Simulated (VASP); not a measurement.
All values below come from PBE GGA with D3 dispersion (zero damping), VASP's PBE PAW potentials (set 64) (plane waves; VASP 6.6.1).

The input files of a VASP run:

KPOINTS:
```
Automatic mesh
0
Gamma
16 16 16
0 0 0
```

### POSCAR
```
Fe
1.0
 -1.4350000000   1.4350000000   1.4350000000
  1.4350000000  -1.4350000000   1.4350000000
  1.4350000000   1.4350000000  -1.4350000000
Fe
1
Cart
  0.0000000000   0.0000000000   0.0000000000
```

**INCAR**
```
SYSTEM = Fe
PREC = Accurate
ENCUT = 520
EDIFF = 1E-6
NELM = 100
ALGO = Normal
LREAL = .FALSE.
LASPH = .TRUE.
ISMEAR = 1
SIGMA = 0.1
GGA = PE
IVDW = 11
LMAXMIX = 4
ISPIN = 2
MAGMOM = 2.5
LORBIT = 10
LWAVE = .FALSE.
LCHARG = .FALSE.
IBRION = 2
ISIF = 3
NSW = 60
EDIFFG = -0.01
```

POTCAR, in this order: Fe (PBE.64 set). Program: vasp_std.

The run wrote:

OSZICAR:
```
       N       E                     dE             d eps       ncg     rms          rms(c)
DAV:   1     0.156992577429E+02    0.15699E+02   -0.40772E+03  5412   0.106E+03
DAV:   2    -0.893234342495E+01   -0.24632E+02   -0.23091E+02  5256   0.127E+02
DAV:   3    -0.924256197176E+01   -0.31022E+00   -0.30940E+00  5905   0.197E+01
DAV:   4    -0.924396907576E+01   -0.14071E-02   -0.14070E-02  5759   0.126E+00
DAV:   5    -0.924398209145E+01   -0.13016E-04   -0.13015E-04  5652   0.106E-01    0.109E+01
DAV:   6    -0.833020209757E+01    0.91378E+00   -0.14083E+01  5520   0.593E+01    0.588E+00
DAV:   7    -0.823902597242E+01    0.91176E-01   -0.10057E+00  5506   0.153E+01    0.330E+00
DAV:   8    -0.823706386689E+01    0.19621E-02   -0.10083E-02  6479   0.901E-01    0.151E+00
DAV:   9    -0.822932438521E+01    0.77395E-02   -0.17549E-02  6682   0.124E+00    0.572E-01
DAV:  10    -0.823001142971E+01   -0.68704E-03   -0.13252E-04  6355   0.150E-01    0.480E-01
DAV:  11    -0.823122354360E+01   -0.12121E-02   -0.45262E-03  6447   0.751E-01    0.125E-01
DAV:  12    -0.823136287378E+01   -0.13933E-03   -0.10106E-04  6068   0.130E-01    0.552E-02
DAV:  13    -0.823138308153E+01   -0.20208E-04   -0.14777E-05  6064   0.389E-02    0.190E-02
DAV:  14    -0.823138415059E+01   -0.10691E-05   -0.43219E-06  3933   0.247E-02    0.496E-03
DAV:  15    -0.823138395005E+01    0.20054E-06   -0.29622E-07  2644   0.655E-03
   1 F= -.85226123E+01 E0= -.85227267E+01  d E =-.852261E+01  mag=     2.2748
       N       E                     dE             d eps       ncg     rms          rms(c)
DAV:   1    -0.941625492938E+01   -0.11849E+01   -0.27474E+01  5448   0.895E+01    0.110E+01
DAV:   2    -0.824949902815E+01    0.11668E+01   -0.93089E+00  5493   0.499E+01    0.796E+00
DAV:   3    -0.820843532336E+01    0.41064E-01   -0.29144E-01  5563   0.888E+00    0.360E+00
DAV:   4    -0.819584054333E+01    0.12595E-01   -0.51200E-03  5463   0.896E-01    0.737E-01
DAV:   5    -0.818622537672E+01    0.96152E-02   -0.15662E-02  5902   0.107E+00    0.163E-01
DAV:   6    -0.818630774345E+01   -0.82367E-04   -0.93966E-04  5547   0.438E-01    0.751E-02
DAV:   7    -0.818629077311E+01    0.16970E-04   -0.30466E-05  5433   0.719E-02    0.347E-02
DAV:   8    -0.818628809443E+01    0.26787E-05   -0.40471E-06  5294   0.372E-02    0.434E-03
DAV:   9    -0.818628824702E+01   -0.15259E-06   -0.36738E-07  2652   0.731E-03
   2 F= -.85283868E+01 E0= -.85282057E+01  d E =-.577450E-02  mag=     2.0182
       N       E                     dE             d eps       ncg     rms          rms(c)
DAV:   1    -0.850957749990E+01   -0.32329E+00   -0.63330E+00  5421   0.460E+01    0.507E+00
DAV:   2    -0.826426448209E+01    0.24531E+00   -0.28638E+00  5475   0.249E+01    0.439E+00
DAV:   3    -0.823986558549E+01    0.24399E-01   -0.16286E-01  5602   0.654E+00    0.169E+00
DAV:   4    -0.823716383709E+01    0.27017E-02   -0.20493E-03  5603   0.764E-01    0.422E-01
DAV:   5    -0.823489000211E+01    0.22738E-02   -0.36968E-03  5456   0.681E-01    0.620E-02
DAV:   6    -0.823490648041E+01   -0.16478E-04   -0.69417E-05  5363   0.117E-01    0.339E-02
DAV:   7    -0.823490753725E+01   -0.10568E-05   -0.43937E-06  5341   0.321E-02    0.161E-02
DAV:   8    -0.823490984151E+01   -0.23043E-05   -0.26711E-06  3985   0.212E-02    0.219E-03
DAV:   9    -0.823490987449E+01   -0.32979E-07   -0.76802E-08  2616   0.336E-03
   3 F= -.85529295E+01 E0= -.85528624E+01  d E =-.303171E-01  mag=     2.1267
       N       E                     dE             d eps       ncg     rms          rms(c)
DAV:   1    -0.823446527460E+01    0.44457E-03   -0.64397E-03  5432   0.143E+00    0.164E-01
DAV:   2    -0.823420791420E+01    0.25736E-03   -0.27673E-03  5487   0.795E-01    0.136E-01
DAV:   3    -0.823418970715E+01    0.18207E-04   -0.12922E-04  5564   0.183E-01    0.536E-02
DAV:   4    -0.823418717124E+01    0.25359E-05   -0.17110E-06  4207   0.215E-02    0.107E-02
DAV:   5    -0.823418526734E+01    0.19039E-05   -0.35816E-06  4760   0.187E-02    0.182E-03
DAV:   6    -0.823418520401E+01    0.63333E-07   -0.65134E-08  2611   0.334E-03
   4 F= -.85529650E+01 E0= -.85528951E+01  d E =-.303527E-01  mag=     2.1223
```

File OUTCAR:
```
------------------------ aborting loop because EDIFF is reached ----------------------------------------
 Edisp (eV)   -0.31878
  FORCE on cell =-STRESS in cart. coord.  units (eV):
  Direction    XX          YY          ZZ          XY          YZ          ZX
  --------------------------------------------------------------------------------------
  Total      -0.00524    -0.00524    -0.00524    -0.00000    -0.00000     0.00000
  in kB      -0.76175    -0.76175    -0.76175    -0.00000    -0.00000     0.00000
  external pressure =       -0.76 kB  Pullay stress =        0.00 kB
  volume of cell :       11.01
      direct lattice vectors                 reciprocal lattice vectors
    -1.401537570  1.401537570  1.401537570     0.000000000  0.356751050  0.356751050
     1.401537570 -1.401537570  1.401537570     0.356751050  0.000000000  0.356751050
     1.401537570  1.401537570 -1.401537570     0.356751050  0.356751050  0.000000000
 POSITION                                       TOTAL-FORCE (eV/Angst)
 -----------------------------------------------------------------------------------
      1.40154     -1.40154      1.40154        -0.000000      0.000000     -0.000000
 -----------------------------------------------------------------------------------
    total drift:                                0.000000     -0.000000      0.000000
  FREE ENERGIE OF THE ION-ELECTRON SYSTEM (eV)
  ---------------------------------------------------
  free  energy   TOTEN  =        -8.5529650483 eV

  energy  without entropy=       -8.5527552177  energy(sigma->0) =       -8.55289510

 total charge

# of ion       s       p       d       tot
------------------------------------------
    1        0.501   0.569   6.265   7.335

 magnetization (x)

# of ion       s       p       d       tot
------------------------------------------
    1       -0.013  -0.053   2.179   2.113

 reached required accuracy - stopping structural energy minimisation
```
(Selected blocks of OUTCAR.)

File CONTCAR:
```
Fe
   1.00000000000000
    -1.4015375697432633    1.4015375697432633    1.4015375697432633
     1.4015375697432633   -1.4015375697432633    1.4015375697432633
     1.4015375697432633    1.4015375697432633   -1.4015375697432633
  Fe
     1
Direct
     0.0000000000000000    1.0000000000000000    0.0000000000000000
```

File OUTCAR:
```
 val. band max:        6.1643950866   @ k =  -0.3750   0.4375   0.2500

 cond. band min:       6.1887206669   @ k =  -0.4375  -0.4375   0.1875


 Fermi energy:         6.1657280787

 spin component 1

 k-point     1 :       0.0000    0.0000    0.0000
  band No.  band energies     occupation
      1      -2.4708      1.00000
      2       3.8062      1.00000
      3       3.8062      1.00000
      4       3.8062      1.00000
      5       5.0664      1.00000
      6       5.0664      1.00000
      7      31.4714      0.00000
      8      31.4714      0.00000
      9      31.4714      0.00000

 k-point     2 :       0.0625    0.0000    0.0000
  band No.  band energies     occupation
      1      -2.3048      1.00000
      2       3.7596      1.00000
      3       3.8025      1.00000
      4       3.8974      1.00000
      5       5.0199      1.00000
      6       5.0701      1.00000
      7      30.4254      0.00000
      8      31.2383      0.00000
      9      31.3703      0.00000

 k-point     3 :       0.1250    0.0000    0.0000
  band No.  band energies     occupation
      1      -1.8206      1.00000
      2       3.6285      1.00000
      3       3.7732      1.00000
      4       4.1624      1.00000
      5       4.9214      1.00000
      6       5.0826      1.00000
      7      28.0936      0.00000
      8      30.4054      0.00000
      9      31.1249      0.00000

 k-point     4 :       0.1875    0.0000    0.0000
  band No.  band energies     occupation
      1      -1.0673      1.00000
      2       3.4365      1.00000
      3       3.6951      1.00000
      4       4.5751      1.00000
      5       4.8646      1.00000
      6       5.1056      1.00000
      7      25.2708      0.00000
      8      29.0997      0.00000
      9      30.8382      0.00000

 k-point     5 :       0.2500    0.0000    0.0000
  band No.  band energies     occupation
      1      -0.1663      1.00000
...
```

Energy and stress use the plane-wave basis of the starting cell.

The compound is Fe in the bcc structure. This run relaxes it. Symmetry was kept, so distortions that lower it aren't found.
